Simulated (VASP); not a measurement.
# Ba2Tl5V3O12 (P-3m1) in VASP: equation of state, part 2 of 2

VASP 6.6.1.

## 6. Equation of state, PBE, collinear spin, ferromagnetic start, 18.84 Å³/atom (volume scaled by 1.04)

INCAR reads:

```
PREC = Accurate ; ENCUT = 520
EDIFF = 1E-7 ; ISMEAR = -1
SIGMA = 0.05 ; LREAL = F
LASPH = T ; NELM = 100
ALGO = Normal ; ISIF = 2
LWAVE = F ; LCHARG = F
ISPIN = 2 ; MAGMOM = 0 0 2 2 2 0 0 0 0 0 0 0 0 0 0 0 0 0 0 0 0 0
LORBIT = 11 ; LMAXMIX = 4
GGA = PE ; NBANDS = 119
KPAR = 4
```

KPOINTS reads:

```
Automatic mesh
0
Gamma
  4 4 4
```

POSCAR reads:

```
Ba2Tl5V3O12
1.0
    8.2615145422      0.0000000000      0.0000000000
   -4.1307623369      7.1546885515      0.0000000000
    0.0000000000      0.0000000000      7.0123599185
Ba V Tl O
2 3 5 12
Direct
    0.0000000000      0.0000000000      0.2355200000
    0.0000000000      0.0000000000      0.7644800000
    0.5000000000      0.0000000000      0.0000000000
    0.0000000000      0.5000000000      0.0000000000
    0.5000000000      0.5000000000      0.0000000000
    0.5000000000      0.0000000000      0.5000000000
    0.0000000000      0.5000000000      0.5000000000
    0.5000000000      0.5000000000      0.5000000000
    0.3333300000      0.6666700000      0.2248900000
    0.6666700000      0.3333300000      0.7751100000
    0.3389000000      0.3433400000      0.8144400000
    0.6566600000      0.9955600000      0.8144400000
    0.0044400000      0.6611000000      0.8144400000
    0.3433400000      0.3389000000      0.1855600000
    0.9955600000      0.6566600000      0.1855600000
    0.6611000000      0.0044400000      0.1855600000
    0.6611000000      0.6566600000      0.1855600000
    0.3433400000      0.0044400000      0.1855600000
    0.9955600000      0.3389000000      0.1855600000
    0.6566600000      0.6611000000      0.8144400000
    0.0044400000      0.3433400000      0.8144400000
    0.3389000000      0.9955600000      0.8144400000
```

Potentials or basis: VASP PAW PBE potentials, release 64 (Ba_sv, V_sv, Tl_d, O).

On the command line:

```bash
cat potpaw_PBE.64/Ba_sv/POTCAR potpaw_PBE.64/V_sv/POTCAR potpaw_PBE.64/Tl_d/POTCAR potpaw_PBE.64/O/POTCAR > POTCAR
mpirun -np 4 vasp_std > vasp.out
```

OUTCAR:

```text
PREC = Accurate
   ENCUT = 520
   EDIFF = 1E-7
   ISMEAR = -1
   LREAL = F
   LASPH = T
   NELM = 100
   ISIF = 2
   ISPIN = 2
   LORBIT = 11
   GGA = PE

 Found     24 irreducible k-points:

 Following reciprocal coordinates:
            Coordinates               Weight
  0.000000  0.000000  0.000000      1.000000
  0.250000  0.000000  0.000000      4.000000
 -0.250000  0.250000  0.000000      2.000000
  0.500000  0.000000  0.000000      2.000000
  0.500000  0.500000  0.000000      1.000000
  0.250000  0.250000  0.000000      2.000000
   k-points           NKPTS =     24   k-points in BZ     NKDIM =     24   number of bands    NBANDS=    119
   number of dos      NEDOS =    301   number of ions     NIONS =     22
   total plane-waves  NPLWV = 221184
   dimension x,y,z NGX =    64 NGY =   64 NGZ =   54
   dimension x,y,z NGXF=   128 NGYF=  128 NGZF=  108
   ions per type =               2   3   5  12
[... 1442 lines left out ...]
  Total       -6.0868933     -6.0865615     -7.2979216      0.0003021     -0.0000205      0.0000356
  in kB      -23.5283605    -23.5270781    -28.2094858      0.0011677     -0.0000794      0.0001377
  external PRESSURE =     -25.0883081 kB  Pullay stress =       0.0000000 kB

 VOLUME and BASIS-vectors are now :
 -----------------------------------------------------------------------------
  energy-cutoff  :      520.00
  volume of cell :      414.49
      direct lattice vectors                 reciprocal lattice vectors
     8.261514542  0.000000000  0.000000000     0.121043181  0.069884330  0.000000000
    -4.130762337  7.154688551  0.000000000     0.000000000  0.139768488  0.000000000
     0.000000000  0.000000000  7.012359918     0.000000000  0.000000000  0.142605344

 POSITION                                       TOTAL-FORCE (eV/Angst)
 -----------------------------------------------------------------------------------
      0.00000      0.00000      1.65155        -0.000012      0.000007     -0.037741
      0.00000      0.00000      5.36081         0.000012     -0.000007      0.037741
      4.13076      0.00000      0.00000        -0.000000     -0.000000     -0.000000
     -2.06538      3.57734      0.00000        -0.000000     -0.000000     -0.000000
      2.06538      3.57734      0.00000        -0.000000     -0.000000     -0.000000
      4.13076      0.00000      3.50618        -0.000000     -0.000000     -0.000000
[... 14 lines left out ...]
     -1.38157      2.45649      5.71115        -0.264141      0.292354      0.315464
     -1.31259      7.12292      5.71115         0.385287      0.082574      0.315476
 -----------------------------------------------------------------------------------
    total drift:                                0.000000      0.000000      0.000000

  FREE ENERGIE OF THE ION-ELECTRON SYSTEM (eV)
  ---------------------------------------------------
  free  energy   TOTEN  =      -127.6473118019 eV

  energy  without entropy=     -127.5931101580  energy(sigma->0) =     -127.62021098

 total charge

# of ion       s       p       d       tot
------------------------------------------
    1        1.992   5.608   0.233   7.832
    2        1.992   5.608   0.233   7.832
    3        2.276   6.356   2.949  11.580
    4        2.276   6.356   2.949  11.580
    5        2.276   6.356   2.949  11.580
    6        1.126   0.287   9.699  11.112
[... 14 lines left out ...]
   21        1.587   3.328   0.000   4.915
   22        1.587   3.328   0.000   4.915
--------------------------------------------------
tot         35.477  71.917  57.771 165.166

 magnetization (x)

# of ion       s       p       d       tot
------------------------------------------
    1       -0.000   0.000   0.000   0.000
    2       -0.000   0.000   0.000   0.000
    3        0.000   0.000   0.000   0.000
    4        0.000   0.000   0.000   0.000
    5        0.000   0.000   0.000   0.000
    6       -0.000   0.000  -0.000   0.000
[... 14 lines left out ...]
   21        0.000  -0.000   0.000  -0.000
   22        0.000  -0.000   0.000  -0.000
--------------------------------------------------
tot         -0.000  -0.000   0.000  -0.000
```

OSZICAR:

```text
N       E                     dE             d eps       ncg     rms          rms(c)
DAV:   1     0.186552980103E+04    0.18655E+04   -0.10647E+05 12248   0.160E+03
DAV:   2     0.314039759422E+02   -0.18341E+04   -0.17512E+04 12599   0.415E+02
DAV:   3    -0.171568316549E+03   -0.20297E+03   -0.19815E+03 13952   0.131E+02
[... 16 lines left out ...]
DAV:  20    -0.127647313032E+03   -0.30952E-05   -0.11564E-05 12637   0.104E-02    0.155E-02
DAV:  21    -0.127647311495E+03    0.15371E-05   -0.62910E-06 14176   0.110E-02    0.279E-03
DAV:  22    -0.127647311693E+03   -0.19802E-06   -0.32313E-07  9524   0.181E-03    0.157E-03
DAV:  23    -0.127647311805E+03   -0.11177E-06   -0.13517E-07  8632   0.150E-03    0.530E-04
DAV:  24    -0.127647311802E+03    0.28413E-08   -0.26186E-08  7541   0.575E-04
   1 F= -.12764731E+03 E0= -.12762021E+03  d E =-.542016E-01  mag=    -0.0000
```

Wall time 24 min (4 MPI ranks of AMD EPYC 7R13 (Zen 3), shared host); peak memory 1.9 GiB.

What came out:

| Quantity | Value |
| --- | --- |
| Free energy | -127.6473 eV |
| Pressure | -2.5 GPa |
| Largest force | 0.505 eV/Å |
| Band gap on the k mesh | none (metal or under the smearing width) |
| Net moment | 0.00 μB per cell |
| Valence electrons inside the program's atomic spheres | Ba 7.83; V 11.58; Tl 11.11, 11.22; O 4.92 |

Caveat: semilocal functionals often make such compounds metallic where correlation or magnetic order opens a gap, which also shifts bond lengths.

## 7. Equation of state, PBE, collinear spin, ferromagnetic start, 19.20 Å³/atom (volume scaled by 1.06)

INCAR is that of step 6.

KPOINTS is that of step 6.

POSCAR, as its differences from that of step 6:

```diff
@@ -2,5 +2,5 @@
 1.0
-    8.2615145422      0.0000000000      0.0000000000
-   -4.1307623369      7.1546885515      0.0000000000
-    0.0000000000      0.0000000000      7.0123599185
+    8.3141370727      0.0000000000      0.0000000000
+   -4.1570736344      7.2002610449      0.0000000000
+    0.0000000000      0.0000000000      7.0570258356
 Ba V Tl O
```

On the command line:

```bash
cat potpaw_PBE.64/Ba_sv/POTCAR potpaw_PBE.64/V_sv/POTCAR potpaw_PBE.64/Tl_d/POTCAR potpaw_PBE.64/O/POTCAR > POTCAR
mpirun -np 4 vasp_std > vasp.out
```

Wall time 24 min (4 MPI ranks of AMD EPYC 7R13 (Zen 3), shared host); peak memory 1.9 GiB.

Results (log left out):

```
Free energy                                           : -127.4949 eV
Pressure                                              : -3.9 GPa
Largest force                                         : 0.731 eV/Å
Band gap on the k mesh                                : none (metal or under the smearing width)
Net moment                                            : 0.00 μB per cell
Valence electrons inside the program's atomic spheres : Ba 7.82; V 11.54; Tl 11.11, 11.21; O 4.91
```

Caveat: semilocal functionals often make such compounds metallic where correlation or magnetic order opens a gap, which also shifts bond lengths.

## 8. Equation of state, PBE, collinear spin, ferromagnetic start

No new run: the results of the series are fitted here.

What came out:

```
Equilibrium volume                        : 18.30 Å³/atom
Bulk modulus at fixed shape and positions : 87 GPa
Pressure derivative of the bulk modulus   : 4.8
```

Energy against volume, from the lowest point:
```
volume (Å³/atom)  energy (meV/atom)
          17.029              26.93
          17.391              12.95
          17.754               4.17
          18.116               0.01
          18.478               0.00
          18.840               3.65
          19.203              10.58
```

Caveat: the cell was scaled at fixed shape and fractional positions, which overstates the stiffness of a crystal with free parameters, most of all of layers and chains. Spin-orbit coupling is left out, which matters for the levels of Ba, Tl.
